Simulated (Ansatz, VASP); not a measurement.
# VGa2 (VGa2 in the AlB2 type) in two plane-wave programs, part 2 of 3

Aim: how closely do two programs agree when they are given the same cell, functional and k mesh? The cell is generated by rule, not measured, and may not be a known phase. Of the first pair: The cell is taken from a series of runs on this material, whose earlier steps may have relaxed, scaled, displaced or heated it; both programs get it as it stands.

VASP 6.6.1 and Ansatz 0.2.0.

So far: The structure; VASP: relaxation of cell and atoms, PBEsol, pair 1.

**3. Ansatz: relaxation of cell and atoms, PBEsol, pair 1**

Level of this step: Ansatz beside VASP: Kohn-Sham DFT, plane waves, PBEsol (Ansatz).

Ansatz runs on its PAW soft_1 files.

The same cell, functional, mesh and smearing now go to Ansatz, which takes its cutoff from its data sets.

The input, input.yaml:

```yaml
crystal:
  lattice:
    - [4.3201237408, 0.0, 0.0]
    - [-2.1600618704, 3.741336907, 0.0]
    - [0.0, 0.0, 2.6165230429]
  atoms:
    - { symbol: V, position: [0.0, 0.0, 0.0] }
    - { symbol: Ga, position: [0.3333333333, 0.6666666667, 0.5] }
    - { symbol: Ga, position: [0.6666666667, 0.3333333333, 0.5] }
kpoints:
  mp_grid: { grid: [9, 9, 12] }
hamiltonian:
  xc: pbesol
  pseudopotentials: { kind: paw, azcp: { folder: soft_1 }, xc_functional: pbe }
scf:
  occupations: { method: gaussian, width: 0.1 }
output:
  forces: true
  stress: true
  eigenvalues: true
relax:
  adjacent_minimum: "off"
  f_tol: 0.005
  max_steps: 80
  cell: { stress_tol: 0.05 }
```

Started as:

```sh
> ansatz run input.yaml --threads 4 --pin off --max-ram 12288MiB --backend cpu --events-out ev --progress --plain --runs-dir out
```

Numbers of over 12 decimals in the logs are rounded to 6 here.

The program printed:

```text
Engine: ansatz 0.2.0, x86_64-unknown-linux-gnu
Pseudopotentials: kind: paw
Pseudopotential: V, paw, valence charge 13, recommended cutoff 420 eV (normal), soft_1/V.paw.azcp
Pseudopotential: Ga, paw, valence charge 13, recommended cutoff 420 eV (normal), soft_1/Ga.paw.azcp
Functional definition: PBEsol
  exchange = pbesol_x
  correlation = pbesol_c
Crystal: 3 atoms, lattice volume = 42.291 Å³
Basis set: ecut = 420 eV, 831 PW (Γ), exchange–correlation on 60×60×36 points (8 copies of the dense FFT grid, shifted against one another)
Bands: 24, of which v1, the nominal top of the filled ones, is band 20 counted from 1 (19 counted from 0)
Symmetry: 24 space group operations
Space group: P6/mmm (ITA 191), of the structure as read, at distance tolerance 3.5e-5 Å
k-points: 84 of 972
Non-local potential: V, projectors of the file, l = 0: 3, l = 1: 2, l = 2: 3, l = 3: 1
Non-local potential: Ga, projectors of the file, l = 0: 2, l = 1: 2, l = 2: 3, l = 3: 1
PAW form: soft (Blöchl's): semilocal exchange-correlation on the pseudo side does not see the compensation charge
PAW frozen core: V, regenerated for the run's functional, and the local potential with it (the file was generated under x = pbe(κ = 0.804, μ = 0.219515), c = pbe(β = 0.066725))
PAW frozen core: Ga, regenerated for the run's functional, and the local potential with it (the file was generated under x = pbe(κ = 0.804, μ = 0.219515), c = pbe(β = 0.066725))
PAW one-centre angular grid: V, 590 points (default); XC on 64 Gauss nodes
PAW one-centre angular grid: Ga, 590 points (default); XC on 64 Gauss nodes
Initial density: superposition of atomic densities (chi_scale 0.1, normalization cell, long waves kept (reshape's long-wave potential 0.00 eV rms))
Initial wavefunctions: pseudopotential atomic-orbital guess
Functional: x = pbesol(κ = 0.804, μ = 0.123457), c = pbesol(β = 0.046)
SCF iter   1: F=—  HF=-10372.694527 eV  |F-HF|=—  |Δ(HF+E_count)|=         —  Δρ=6.86e-2  dr2=4.17e0  ethr=3.10e-3  ⟨swp⟩=4.2  Hψ=7299  notcnv=0
preconditioner: auto → none  [metal: Δε(μ)=0.033 eV  Ē_g=11.565 eV  σ=0.100 eV  W_gap=0.19  n_scr=8 (ndim 8)  ℏωp=31.8 eV  f_vac=0.000  D(μ)=2.07/eV (n_scr^D=26)  sad-step TF]
SCF iter   2: F=—  HF=-10372.329051 eV  |F-HF|=—  |Δ(HF+E_count)|=   3.65e-1  Δρ=6.53e-2  dr2=3.17e0  ethr=3.10e-3  ⟨swp⟩=2.0  Hψ=4316  notcnv=0  defer=14
SCF iter   3: F=—  HF=-10371.883875 eV  |F-HF|=—  |Δ(HF+E_count)|=   4.45e-1  Δρ=1.70e-2  dr2=1.31e-1  ethr=3.10e-3  ⟨swp⟩=2.2  Hψ=2903  notcnv=0  defer=14
SCF iter   4: F=—  HF=-10371.893951 eV  |F-HF|=—  |Δ(HF+E_count)|=   1.01e-2  Δρ=5.29e-3  dr2=4.16e-3  ethr=3.37e-4  ⟨swp⟩=3.0  Hψ=4276  notcnv=0  defer=17
SCF iter   5: F=—  HF=-10371.897414 eV  |F-HF|=—  |Δ(HF+E_count)|=   3.46e-3  Δρ=1.31e-3  dr2=3.05e-4  ethr=1.07e-5  ⟨swp⟩=2.0  Hψ=3396  notcnv=0  defer=17
SCF iter   6: F=—  HF=-10371.897602 eV  |F-HF|=—  |Δ(HF+E_count)|=   1.88e-4  Δρ=1.46e-4  dr2=4.60e-6  ethr=7.83e-7  ⟨swp⟩=2.0  Hψ=3364  notcnv=0  defer=17
SCF iter   7: F=—  HF=-10371.897611 eV  |F-HF|=—  |Δ(HF+E_count)|=   9.23e-6  Δρ=1.92e-5  dr2=8.85e-8  ethr=2.56e-10  ⟨swp⟩=4.9  Hψ=10104  notcnv=0
SCF iter   8: F=-10371.897611 eV  HF=-10371.897611 eV  |F-HF|=1.41e-9  |Δ(HF+E_count)|=   1.02e-8  Δρ=2.87e-6  dr2=2.07e-9  ethr=2.27e-10  ⟨swp⟩=4.1  Hψ=6968  notcnv=0
SCF 1 converged in 8 iterations: F = -10371.897611 eV  dr2 = 2.07e-9
  greatest PAW one-centre occupation: 1.000 electrons in one spin orbital (limit 2), on the V atom at site 0 (counted from 0), in its partial waves of l = 0
relax step   1: F+E_penalty+E_count = -10371.89761105 eV  Δ(F+E_penalty+E_count) = +0.000e0 eV  max|allowed force component| = 4.626e-18 eV/Å  Δτ_max = 0.0000 Å  P = +0.014 GPa  Ω = 42.291 Å³  (8 SCF iters, dr2 threshold 1.00e-7 eV, accepted)
Initial density: handed on by an earlier stage of this run
Initial wavefunctions: pseudopotential atomic-orbital guess (no wavefunctions were taken with the density)
iter 1 solved again at ethr=1.50e-9 eV; its pass at ethr=3.10e-3 eV (dr2=5.86e-7 eV) is discarded
SCF iter   1: F=—  HF=-10371.897609 eV  |F-HF|=—  |Δ(HF+E_count)|=         —  Δρ=2.95e-6  dr2=1.96e-9  ethr=1.50e-9  ⟨swp⟩=3.3  Hψ=13819  notcnv=0
preconditioner: auto → none  [metal: Δε(μ)=0.009 eV  Ē_g=13.166 eV  σ=0.100 eV  W_gap=0.05  n_scr=8 (ndim 8)  ℏωp=31.8 eV  f_vac=0.000  D(μ)=2.06/eV (n_scr^D=26)]
SCF iter   2: F=—  HF=-10371.897611 eV  |F-HF|=—  |Δ(HF+E_count)|=   1.60e-6  Δρ=1.01e-6  dr2=2.78e-10  ethr=5.03e-12  ⟨swp⟩=2.0  Hψ=3664  notcnv=0
iter 3 did not close the SCF: its close was put off for the readings that it lacked (scf_convergence_deferred on its scf_iter line)
SCF iter   3: F=-10371.897611 eV  HF=-10371.897611 eV  |F-HF|=3.64e-12  |Δ(HF+E_count)|=  1.46e-11  Δρ=2.99e-7  dr2=1.67e-11  ethr=1.00e-12  ⟨swp⟩=1.6  Hψ=2222  notcnv=0
iter 4 did not close the SCF: its close was put off for the readings that it lacked (scf_convergence_deferred on its scf_iter line)
SCF iter   4: F=-10371.897611 eV  HF=-10371.897611 eV  |F-HF|=3.64e-12  |Δ(HF+E_count)|=  3.64e-12  Δρ=4.81e-8  dr2=1.28e-12  ethr=1.00e-12  ⟨swp⟩=1.0  Hψ=2016  notcnv=0
iter 5 did not close the SCF: its close was put off for the readings that it lacked (scf_convergence_deferred on its scf_iter line)
SCF iter   5: F=-10371.897611 eV  HF=-10371.897611 eV  |F-HF|=1.82e-12  |Δ(HF+E_count)|=  1.82e-12  Δρ=2.98e-8  dr2=1.48e-13  ethr=1.00e-12  ⟨swp⟩=1.0  Hψ=2016  notcnv=0
iter 6 did not close the SCF: its close was put off for the readings that it lacked (scf_convergence_deferred on its scf_iter line)
SCF iter   6: F=-10371.897611 eV  HF=-10371.897611 eV  |F-HF|=1.82e-12  |Δ(HF+E_count)|=    0.00e0  Δρ=6.96e-9  dr2=1.30e-14  ethr=1.00e-12  ⟨swp⟩=1.0  Hψ=2016  notcnv=0
SCF iter   7: F=-10371.897611 eV  HF=-10371.897611 eV  |F-HF|=3.64e-12  |Δ(HF+E_count)|=  1.82e-12  Δρ=2.59e-9  dr2=1.89e-15  ethr=1.00e-12  ⟨swp⟩=2.5  Hψ=6161  notcnv=0
SCF 2 converged in 7 iterations: F = -10371.897611 eV  dr2 = 1.89e-15
relax step   2: F+E_penalty+E_count = -10371.89761105 eV  Δ(F+E_penalty+E_count) = -8.913e-10 eV  max|allowed force component| = 4.626e-18 eV/Å  Δτ_max = 0.0000 Å  P = +0.014 GPa  Ω = 42.291 Å³  stress off target by 3.58e-2 GPa  SCF on the basis re-selected at this cell (its energy is not comparable with the rows above)  (7 SCF iters)
basis re-selected at this cell: Δ(F+E_penalty+E_count) = -8.913e-10 eV, ΔP = -0.000 GPa vs the last step (what re-selecting the basis moved, of the pressure what is left beyond the Pulay correction that the steps carried, after the strain that the cell walked since its last selection, with what the two solves' SCF thresholds leave and, on support functions, any second-order correction that the steps lacked; it is no  [...]
SCF converged after 7 iterations
Free energy (F): -10371.897611 eV
Harris-Foulkes:  -10371.897611 eV  (|F-HF|=3.64e-12)
Internal energy: -10371.887300 eV  (E = F + TS)
E sigma→0 (E₀):  -10371.892455 eV
Entropy (-TS):   -0.010311 eV (-3.437 meV/atom)
Fermi energy:    14.542728 eV
--- Per-component energies (eV) ---
  E_band       = -126.168915
  E_kinetic    = 523.753651
  E_local      = -3125.672687  (includes V_loc(G=0)·N_el)
  E_nonlocal   = -100.076647
  E_hartree    = 1931.361238
  E_xc         = -242.482895
  E_vxc        = -260.616492  (∫ρ·V_xc dr)
  E_paw        = -5003.167805  (= ΣΔE_a)
  E_vpaw       = -1026.279844  (= ΣTr[D̂ρ^β])
  E_aug_tail   = 0.000628  (compensation charges beyond the density's cutoff)
  E_ewald      = -4357.478420
  E_core_change = 1.875638  (= ΣΔE_core)
  E_smearing   = -0.010311  (= −TS)
  E_closure    = -0.000000  (closes the sum)
  Σ components = -10371.897611   (vs F -10371.897611, Δ=0.00e0)
--- Forces (eV/Å), atoms counted from 1 ---
  atom   1  V      0.00000000     0.00000000     0.00000000
  atom   2  Ga    -0.00000000     0.00000000     0.00000000
  atom   3  Ga     0.00000000    -0.00000000     0.00000000
  max |Σ_I F_I| component: 5.78e-19 eV/Å
--- Stress (GPa, compression-positive) ---
        0.002854       0.000000       0.000000
        0.000000       0.002854       0.000000
        0.000000       0.000000       0.035827
  P = ⅓ Tr σ = 0.0138 GPa (0.138 kbar)
--- Band table (eV; the first three rows and the last of 84) ---
  k-point 0: bands = [... 16 lower, 11.0343, 12.5734, 12.8896, 15.6304, 15.6304, 16.3139, 16.3139, 18.0474]
  k-point 1: bands = [... 16 lower, 11.1842, 12.6986, 13.0615, 15.1234, 15.1234, 16.8952, 16.8952, 18.0312]
  k-point 2: bands = [... 16 lower, 11.6223, 13.0793, 13.4722, 14.4496, 14.4496, 17.8152, 17.8152, 17.9661]
  k-point 83: bands = [... 16 lower, 11.5453, 11.5453, 12.8328, 15.1039, 15.8611, 15.8611, 15.9816, 15.9816]
--- Relaxed structure (1 steps of the walk, 1 accepted, 1 SCFs on fresh bases) ---
  F+E_penalty+E_count = -10371.89761105 eV   max|allowed force component| = 4.626e-18 eV/Å   (the final SCF, on the basis selected at the relaxed cell)
  cell:  # Å, volume = 42.2910 Å³
    - [4.320124, 0.0, 0.0]
    - [-2.160062, 3.741337, 0.0]
    - [0.0, 0.0, 2.6165230429]
  atoms:
    - { symbol: V, position: [0.0, 0.0, 0.0] }
    - { symbol: Ga, position: [0.333333, 0.666667, 0.5] }
    - { symbol: Ga, position: [0.666667, 0.333333, 0.5] }
```

Reading the cycles: dr2 is the Hartree energy of the density residual (eV), the measure of convergence; HF is the Harris–Foulkes estimate of the energy, which meets the free energy F at convergence.

**4. Comparison**

Known differences besides the potentials themselves: the cutoff is 420 eV in Ansatz and 500 eV in VASP; Ansatz makes its cores anew for this functional, VASP keeps those of its PBE data sets; Ansatz adds a Pulay correction to the stress that steers its cell, VASP none. Total energies have different zeros and are not compared.

The two programs side by side:

```
                                         quantity  Ansatz   VASP  difference
                                      volume (Å³)   42.29  42.34     -0.11 %
edge a after relaxation, in the typed setting (Å)   4.320  4.321     -0.03 %
edge c after relaxation, in the typed setting (Å)   2.616  2.618     -0.06 %
```

**5. VASP: relaxation of cell and atoms, PBEsol, pair 2**

The relaxed volume is the usual yardstick between codes: in a stiff, nearly cubic crystal its relative difference is about their pressure difference at one cell divided by the bulk modulus. Its start cell is another than that of the pair before, and may be another structure of the material.

The input, INCAR:

```
SYSTEM = VGa2
PREC = Accurate
ENCUT = 500
EDIFF = 1E-07
NELM = 120
ISMEAR = 0
SIGMA = 0.1
LREAL = .FALSE.
ALGO = Normal
GGA = PS
NBANDS = 25
LASPH = .TRUE.
LORBIT = 11
LWAVE = .FALSE.
LCHARG = .FALSE.
ISIF = 3
IBRION = 2
NSW = 80
EDIFFG = -0.005
GGA_COMPAT = .FALSE.
NELMIN = 4
KPAR = 2
```

The input, POSCAR:

```
VGa2
1.0
    4.3146445700     -0.0000000699      0.0000000000
   -2.1573229020      3.7365915696      0.0000000000
    0.0000000000      0.0000000000      2.6208509989
V Ga
1 2
Direct
    0.0000000000      0.0000000000      0.0000000000
    0.3333334193      0.6666666667      0.5000000000
    0.6666668386      0.3333333333      0.5000000000
```

The input, KPOINTS:

```
Automatic mesh
0
Gamma
9 9 8
0 0 0
```

PAW data sets: V_sv and Ga_d (PBE family, release 64).

Started as:

```sh
> mpirun -np 2 vasp_std
```

The program printed:

```text
[banner, memory and clock lines left out]
running    2 mpi-ranks, on    1 nodes
[...]
[... a notice as in an earlier step ...]

 LDA part: xc-table for (Slater+PW92), standard interpolation
 POSCAR, INCAR and KPOINTS ok, starting setup
[...]
entering main loop
       N       E                     dE             d eps       ncg     rms          rms(c)
DAV:   1     0.282462640950E+03    0.28246E+03   -0.19167E+04  3280   0.275E+03
DAV:   2     0.456696262349E+01   -0.27790E+03   -0.27387E+03  3129   0.513E+02
DAV:   3    -0.181792544503E+02   -0.22746E+02   -0.22449E+02  3433   0.138E+02
DAV:   4    -0.187023154832E+02   -0.52306E+00   -0.52198E+00  3688   0.231E+01
[...]
DAV:  12    -0.165234947581E+02   -0.40324E-06   -0.34054E-05  3385   0.492E-02    0.108E-02
DAV:  13    -0.165234940996E+02    0.65847E-06   -0.72954E-06  3423   0.184E-02    0.126E-03
DAV:  14    -0.165234941236E+02   -0.23959E-07   -0.46860E-07  2729   0.508E-03
   1 F= -.16523494E+02 E0= -.16518963E+02  d E =-.165235E+02
[... from here on, the cycles between the ionic steps are left out ...]
   2 F= -.16523618E+02 E0= -.16519160E+02  d E =-.123381E-03
   3 F= -.16523629E+02 E0= -.16519151E+02  d E =-.134619E-03
   4 F= -.16523629E+02 E0= -.16519155E+02  d E =-.135129E-03
   5 F= -.16523671E+02 E0= -.16519274E+02  d E =-.421891E-04
 trial-energy change:   -0.000042  1 .order   -0.000041   -0.000080   -0.000001
 step:   0.9719(harm=  0.9734)  dis= 0.00000  next Energy=   -16.523671 (dE=-0.422E-04)
 reached required accuracy - stopping structural energy minimisation
```

OUTCAR, selected parts (step 5):

```text
  Total        0.0005062      0.0005062     -0.0008933     -0.0000000      0.0000000     -0.0000000
  in kB        0.0191508      0.0191508     -0.0337969     -0.0000000      0.0000000     -0.0000000
  external PRESSURE =       0.0015016 kB  Pullay stress =       0.0000000 kB

 POSITION                                       TOTAL-FORCE (eV/Angst)
 -----------------------------------------------------------------------------------
     -2.16104      3.74303      0.00000        -0.000000     -0.000000      0.000000
     -0.00000      2.49535      1.30877        -0.000000      0.000000     -0.000000
      2.16104      1.24768      1.30877         0.000000     -0.000000      0.000000
 -----------------------------------------------------------------------------------
    total drift:                               -0.000216      0.000000      0.000000

  FREE ENERGIE OF THE ION-ELECTRON SYSTEM (eV)
  ---------------------------------------------------
  free  energy   TOTEN  =       -16.5236714422 eV

  energy  without entropy=      -16.5148763216  energy(sigma->0) =      -16.51927388

[... 1 part as in an earlier step ...]

[... 3 further parts left out ...]
[key lines of the parts left out:]
E-fermi :   8.6819
```

**6. Ansatz: relaxation of cell and atoms, PBEsol, pair 2**

Its own start cell and the same functional, mesh and smearing now go to Ansatz, which takes its cutoff from its data sets.

The two relaxations start from unlike cells of this crystal (the structure described is Ansatz's start), so only their ends are compared.

input.yaml, the sections that differ from step 3:

```yaml
crystal:
  lattice:
    - [3.87652, 0.0, 0.0]
    - [-1.93826, 3.35716, 0.0]
    - [0.0, 0.0, 4.07034]
  atoms:
    - { symbol: V, position: [0.0, 0.0, 0.0] }
    - { symbol: Ga, position: [0.33333333, 0.66666667, 0.5] }
    - { symbol: Ga, position: [0.66666667, 0.33333333, 0.5] }
kpoints:
  mp_grid: { grid: [9, 9, 8] }
# hamiltonian, scf, output, relax: as in step 3
```

Started as:

```sh
> ansatz run input.yaml --threads 4 --pin off --max-ram 12288MiB --backend cpu --events-out ev --progress --plain --runs-dir out
```

The program printed:

```text
[...]
Crystal: 3 atoms, lattice volume = 52.972 Å³
Basis set: ecut = 420 eV, 1033 PW (Γ), exchange–correlation on 54×54×60 points (8 copies of the dense FFT grid, shifted against one another)
Bands: 24, of which v1, the nominal top of the filled ones, is band 20 counted from 1 (19 counted from 0)
Symmetry: 24 space group operations
[...]
k-points: 60 of 648
[...]
k-point 59: bands = [... 16 lower, 11.5477, 11.5477, 12.8302, 15.0960, 15.8631, 15.8631, 15.9734, 15.9734]
--- Relaxed structure (12 steps of the walk, 12 accepted, 2 SCFs on fresh bases) ---
[...]
cell:  # Å, volume = 42.2910 Å³
    - [4.320124, 0.0, 0.0]
    - [-2.160062, 3.741337, 0.0]
    - [0.0, 0.0, 2.616523]
  atoms:
    - { symbol: V, position: [0, 0, 0.0] }
    - { symbol: Ga, position: [0.333333, 0.666667, 0.5] }
    - { symbol: Ga, position: [0.666667, 0.333333, 0.5] }
[key lines of the parts left out:]
SCF converged after 8 iterations
Free energy (F): -10371.891463 eV
Fermi energy:    14.586968 eV
P = ⅓ Tr σ = 0.0228 GPa (0.228 kbar)
```

**7. Differences**

The two programs side by side:

```
                                         quantity  Ansatz   VASP  difference
                                      volume (Å³)   42.29  42.35     -0.13 %
edge a after relaxation, in the typed setting (Å)   4.320  4.322     -0.05 %
edge c after relaxation, in the typed setting (Å)   2.616  2.618     -0.04 %
```

[end of part 2 of 3]

[Lines on the potential files, build, host, timing and source positions are cut from VASP's logs without a mark.]

[Logs are printed without paths, hosts, clocks, repeated set-up lines and the standing remarks that a program may print on its own settings, such as how far it seeks lower states.]

[Hosts, paths, dates, database ids (printed as entryN), source tags and the programs' standing remarks are cut or masked in the printed files.]
